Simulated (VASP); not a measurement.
# The low-index faces of Ag, part 4 of 4

How do surface energy, work function and relaxation of Ag depend on the face?

VASP 6.6.1; PBEsol; plane waves and PAW (Ag).

So far. Step 5 (Potential and states of the slab, 7 atoms, face Ag(111)): The vacuum level lies 4.67 eV above the Fermi level at the upper face; both faces agree, as the slab has next to no dipole. Step 6 (Relaxing the slab, 7 atoms, face Ag(100)): The run ended after 9 ionic steps, 0.004 eV below its first step, once the forces on the free atoms met EDIFFG = -0.03.

## 8. Relaxing the slab, 9 atoms, face Ag(110)

System of this step: Ag(110). The cell holds 9 atoms: 9 Ag. Its edges and angles: a = 4.051 Å, b = 2.865 Å, c = 26.458 Å, α = 90.0°, β = 90.0°, γ = 90.0°. It derives from Ag. 9 layers of fcc Ag, cut at this functional's lattice. Vacuum lies along c.

The input, INCAR:

```
SYSTEM = Ag
PREC = Normal
ENCUT = 320
EDIFF = 1E-05
NELM = 120
ISMEAR = 1
SIGMA = 0.15
LREAL = .FALSE.
ALGO = Fast
GGA = PS
NBANDS = 61
LASPH = .TRUE.
LORBIT = 11
LWAVE = .FALSE.
LCHARG = .FALSE.
KPAR = 4
IBRION = 2
NSW = 40
ISIF = 2
EDIFFG = -0.03
POTIM = 0.4
MAXMIX = 40
```

The input, POSCAR:

```
Ag
1.0
    4.0511549338      0.0000000000      0.0000000000
    0.0000000000      2.8645991253      0.0000000000
    0.0000000000      0.0000000000     26.4583965013
Ag
9
Direct
    0.0000000000      0.0000000000      0.2834638900
    0.5000000000      0.5000000000      0.3375979200
    0.0000000000      0.0000000000      0.3917319500
    0.5000000000      0.5000000000      0.4458659700
    0.0000000000      0.0000000000      0.5000000000
    0.5000000000      0.5000000000      0.5541340300
    0.0000000000      0.0000000000      0.6082680500
    0.5000000000      0.5000000000      0.6624020800
    0.0000000000      0.0000000000      0.7165361100
```

The input, KPOINTS:

```
Automatic mesh
0
Gamma
8 10 1
0 0 0
```

The projector-augmented-wave data sets are Ag (PBE family, release 64).

Command:

```sh
$ mpirun -np 4 vasp_std
```

The log of the run:

```text
[banner, memory and clock lines left out]
running    4 mpi-ranks, on    1 nodes
[...]
[... a notice as in an earlier step ...]

 LDA part: xc-table for (Slater+PW92), standard interpolation
 POSCAR, INCAR and KPOINTS ok, starting setup
[...]
entering main loop
       N       E                     dE             d eps       ncg     rms          rms(c)
DAV:   1     0.493345048653E+03    0.49335E+03   -0.37194E+04  3788   0.994E+02
DAV:   2    -0.149267912925E+02   -0.50827E+03   -0.48308E+03  4035   0.264E+02
DAV:   3    -0.307874739131E+02   -0.15861E+02   -0.15604E+02  4024   0.471E+01
DAV:   4    -0.309970992729E+02   -0.20963E+00   -0.20932E+00  4264   0.545E+00
[...]
RMM:  19    -0.280880947957E+02   -0.17386E-04   -0.76058E-07   981   0.279E-03    0.909E-04
RMM:  20    -0.280881137111E+02   -0.18915E-04   -0.62129E-07   732   0.261E-03    0.379E-04
RMM:  21    -0.280881168482E+02   -0.31371E-05   -0.10678E-07   572   0.231E-03
   1 F= -.28088117E+02 E0= -.28087189E+02  d E =-.280881E+02
[... from here on, the cycles between the ionic steps are left out ...]
   2 F= -.28101639E+02 E0= -.28100796E+02  d E =-.135217E-01
   3 F= -.28116533E+02 E0= -.28115805E+02  d E =-.284166E-01
   4 F= -.28123601E+02 E0= -.28123060E+02  d E =-.354844E-01
   5 F= -.28124592E+02 E0= -.28123986E+02  d E =-.364750E-01
   6 F= -.28124692E+02 E0= -.28124104E+02  d E =-.365756E-01
   7 F= -.28124689E+02 E0= -.28124095E+02  d E =-.365723E-01
   8 F= -.28126515E+02 E0= -.28126039E+02  d E =-.182581E-02
   9 F= -.28127534E+02 E0= -.28127217E+02  d E =-.284479E-02
  10 F= -.28128294E+02 E0= -.28128003E+02  d E =-.759862E-03
  11 F= -.28130029E+02 E0= -.28129821E+02  d E =-.249500E-02
[...]
reached required accuracy - stopping structural energy minimisation
```

It took 4.1 min on 4 MPI ranks of AMD EPYC 9R14 (Zen 4), shared host; peak memory 1.1 GiB.

Parts of OUTCAR (step 8):

```text
  Total       -1.7932969     -1.5974525     -1.1260656     -0.0000000      0.0000000      0.0000000
  in kB       -9.3574290     -8.3355125     -5.8758140     -0.0000000      0.0000000      0.0000000
  external PRESSURE =      -7.8562518 kB  Pullay stress =       0.0000000 kB

 POSITION                                       TOTAL-FORCE (eV/Angst)
 -----------------------------------------------------------------------------------
      0.00000      0.00000      7.59105         0.000000     -0.000000      0.002090
      2.02558      1.43230      8.89969        -0.000000     -0.000000      0.009568
      0.00000      2.86460     10.38502         0.000000      0.000000      0.015647
      2.02558      1.43230     11.79807         0.000000      0.000000      0.012869
      0.00000      0.00000     13.22920         0.000000      0.000000     -0.000000
      2.02558      1.43230     14.66032         0.000000      0.000000     -0.012869
      0.00000      0.00000     16.07338         0.000000     -0.000000     -0.015647
      2.02558      1.43230     17.55871         0.000000      0.000000     -0.009568
      0.00000      2.86460     18.86735         0.000000      0.000000     -0.002090
 -----------------------------------------------------------------------------------
    total drift:                                0.000000     -0.000000     -0.000000

  FREE ENERGIE OF THE ION-ELECTRON SYSTEM (eV)
  ---------------------------------------------------
  free  energy   TOTEN  =       -28.1300289158 eV

  energy  without entropy=      -28.1294053250  energy(sigma->0) =      -28.12982105

[... 1 part as in an earlier step ...]

[... 3 further parts left out ...]
[key lines of the parts left out:]
E-fermi :   2.0326
```

The run keeps the 8 symmetry operations of its start, so it cannot find a distortion of lower symmetry.

Step by step:

| step | energy less that of the first step (eV) | largest force (eV/Å) |
| --- | --- | --- |
| 1 | 0.0000 | 0.3370 |
| 2 | -0.0135 | 0.2679 |
| 3 | -0.0284 | 0.1790 |
| 4 | -0.0355 | 0.1174 |
| 5 | -0.0365 | 0.0802 |
| 6 | -0.0366 | 0.0904 |
| 7 | -0.0366 | 0.0849 |
| 8 | -0.0384 | 0.0450 |
| 9 | -0.0394 | 0.0423 |
| 10 | -0.0402 | 0.0371 |
| 11 | -0.0419 | 0.0156 |

The atoms that moved most (Å):

| atom | dx | dy | dz | length |
| --- | --- | --- | --- | --- |
| Ag1 | 0.000 | 0.000 | 0.091 | 0.091 |
| Ag9 | 0.000 | 0.000 | -0.091 | 0.091 |
| Ag8 | 0.000 | 0.000 | 0.033 | 0.033 |
| Ag2 | 0.000 | 0.000 | -0.033 | 0.033 |
| Ag7 | 0.000 | 0.000 | -0.020 | 0.020 |
| Ag3 | 0.000 | 0.000 | 0.020 | 0.020 |

Final coordinates:

```cif
data_structure
_symmetry_space_group_name_H-M 'P 1'
_symmetry_Int_Tables_number 1
_cell_length_a 4.0512
_cell_length_b 2.8646
_cell_length_c 26.4584
_cell_angle_alpha 90.000
_cell_angle_beta 90.000
_cell_angle_gamma 90.000
_cell_volume 307.05
loop_
_atom_site_label
_atom_site_type_symbol
_atom_site_fract_x
_atom_site_fract_y
_atom_site_fract_z
_atom_site_occupancy
Ag1 Ag 0.00000 0.00000 0.28691 1
Ag2 Ag 0.50000 0.50000 0.33637 1
Ag3 Ag 0.00000 0.00000 0.39250 1
Ag4 Ag 0.50000 0.50000 0.44591 1
Ag5 Ag 0.00000 0.00000 0.50000 1
Ag6 Ag 0.50000 0.50000 0.55409 1
Ag7 Ag 0.00000 0.00000 0.60750 1
Ag8 Ag 0.50000 0.50000 0.66363 1
Ag9 Ag 0.00000 0.00000 0.71309 1
```

The run ended after 11 ionic steps, 0.042 eV below its first step, once the forces on the free atoms met EDIFFG = -0.03.

## 9. Vacuum level and density of states, 9 atoms, face Ag(110)

The input, INCAR:

```
SYSTEM = Ag
PREC = Normal
ENCUT = 320
EDIFF = 1E-06
NELM = 120
ISMEAR = 1
SIGMA = 0.15
LREAL = .FALSE.
ALGO = Fast
GGA = PS
NBANDS = 61
LASPH = .TRUE.
LORBIT = 11
LWAVE = .FALSE.
LCHARG = .TRUE.
KPAR = 4
IDIPOL = 3
LDIPOL = .TRUE.
DIPOL = 0.5 0.5 0.5
LVHAR = .TRUE.
LVACPOTAV = .TRUE.
NEDOS = 1500
```

The input, POSCAR:

```
Ag
1.0
    4.0511549338      0.0000000000      0.0000000000
    0.0000000000      2.8645991253      0.0000000000
    0.0000000000      0.0000000000     26.4583965013
Ag
9
Direct
    0.0000000000      0.0000000000      0.2869051236
    0.5000000000      0.5000000000      0.3363652825
    0.0000000000      0.0000000000      0.3925036382
    0.5000000000      0.5000000000      0.4459103618
    0.0000000000      0.0000000000      0.5000000000
    0.5000000000      0.5000000000      0.5540896382
    0.0000000000      0.0000000000      0.6074963618
    0.5000000000      0.5000000000      0.6636347175
    0.0000000000      0.0000000000      0.7130948764
```

KPOINTS is that of step 8.

Command:

```sh
$ mpirun -np 4 vasp_std
```

The log of the run:

```text
[... set-up lines as in an earlier step ...]
 entering main loop
       N       E                     dE             d eps       ncg     rms          rms(c)
DAV:   1     0.496682422174E+03    0.49668E+03   -0.37217E+04  3764   0.995E+02
DAV:   2    -0.147679973949E+02   -0.51145E+03   -0.48661E+03  3988   0.265E+02
DAV:   3    -0.308495785736E+02   -0.16082E+02   -0.15804E+02  4024   0.474E+01
DAV:   4    -0.310650098246E+02   -0.21543E+00   -0.21514E+00  4275   0.553E+00
[...]
RMM:  21    -0.281300371150E+02   -0.50737E-05   -0.13279E-07  1155   0.814E-04    0.224E-04
RMM:  22    -0.281300393555E+02   -0.22404E-05   -0.11589E-07  1302   0.960E-04    0.129E-04
RMM:  23    -0.281300394522E+02   -0.96708E-07   -0.36237E-09   792   0.742E-04
 [... a notice as in an earlier step ...]

   1 F= -.28130039E+02 E0= -.28129830E+02  d E =-.627051E-03
```

The job ended after 63 s (4 MPI ranks; peak memory 1.1 GiB).

From OUTCAR (step 9):

```text
  Total       -1.8329471     -1.6362634     -1.1754334      0.0000000      0.0000000      0.0000000
  in kB       -9.5643241     -8.5380277     -6.1334152      0.0000000      0.0000000      0.0000000
  external PRESSURE =      -8.0785890 kB  Pullay stress =       0.0000000 kB

 POSITION                                       TOTAL-FORCE (eV/Angst)
 -----------------------------------------------------------------------------------
      0.00000      0.00000      7.59105        -0.000000      0.000000      0.012770
      2.02558      1.43230      8.89969         0.000000      0.000000      0.021071
      0.00000      0.00000     10.38502         0.000000      0.000000      0.020655
      2.02558      1.43230     11.79807         0.000000      0.000000      0.017167
      0.00000      0.00000     13.22920         0.000000      0.000000     -0.000000
      2.02558      1.43230     14.66032         0.000000      0.000000     -0.017167
      0.00000      0.00000     16.07338         0.000000      0.000000     -0.020655
      2.02558      1.43230     17.55871         0.000000      0.000000     -0.021071
      0.00000      0.00000     18.86735         0.000000      0.000000     -0.012770
 -----------------------------------------------------------------------------------
    total drift:                                0.000000      0.000000     -0.000000

  FREE ENERGIE OF THE ION-ELECTRON SYSTEM (eV)
  ---------------------------------------------------
  free  energy   TOTEN  =       -28.1300394522 eV

  energy  without entropy=      -28.1294124008  energy(sigma->0) =      -28.12983044

[... 2 parts as in an earlier step ...]

[... 1 further part left out ...]
[key lines of the parts left out:]
E-fermi :   2.0317
```

The map of layer states is cut here 0.5 eV above the Fermi level, so it leaves out the states above that.

The vacuum level lies 4.21 eV above the Fermi level at the upper face; both faces agree, as the slab has next to no dipole.

The program found no field-free point at its default tolerance, but its printed level agrees with the flat part of the planar average.

On this mesh the fine structure of the density of states is sampling noise, and high empty states may be cut by the number of bands.

## 10. The faces side by side

This step: surfaces of a metal, PBEsol; plane waves and PAW (VASP 6.6.1).

This step runs nothing: it gathers the runs above.

Symmetric slabs, all atoms free. All faces:

| face | layers | area a surface atom (Å²) | work function (eV) | surface energy as cut (J/m²) | surface energy relaxed (J/m²) | change of the top spacing (%) |
| --- | --- | --- | --- | --- | --- | --- |
| Ag(111) | 7 | 7.107 | 4.665 | 1.04 | 1.04 | 0.03 |
| Ag(100) | 7 | 8.206 | 4.477 | 1.137 | 1.133 | -1.55 |
| Ag(110) | 9 | 11.61 | 4.21 | 1.225 | 1.196 | -8.63 |

Each surface energy is the slab's energy less its number of atoms times the bulk energy of -3.3180 eV, over twice the cell's area.

## 11. Summary of results

| Item | Value |
| --- | --- |
| Ag(111) | 1.04 J/m², 4.67 eV |
| Ag(100) | 1.13 J/m², 4.48 eV |
| Ag(110) | 1.20 J/m², 4.21 eV |

The cheapest face is Ag(111) at 1.04 J/m², against 1.13 for Ag(100) and 1.20 for Ag(110). The work functions are 4.67 eV for Ag(111), 4.48 eV for Ag(100) and 4.21 eV for Ag(110). The densest face has the highest work function, as the smoothing of the electron density over an open face lowers the surface dipole. The densest face is also the cheapest, since it cuts the fewest bonds an area. The top spacing changes by +0.0 % on Ag(111), -1.6 % on Ag(100) and -8.6 % on Ag(110), the most on the most open face. On Ag(111) the relaxation gained under 0.002 J/m², so it stands almost as cut. One thickness was run for each face, and bulk and slab meshes don't match, which leaves some hundredths of a J/m². The cells are 1 × 1 and can't reconstruct.

[Lines on the potential files, build, host, timing and source positions are cut from VASP's logs without a mark.]

[Logs are printed without paths, hosts, clocks, repeated set-up lines and the standing remarks that a program may print on its own settings, such as how far it seeks lower states.]

[Hosts, paths, dates, database ids (printed as entryN), source tags and the programs' standing remarks are cut or masked in the printed files.]

[Runs that stopped without an error message from VASP are left out.]
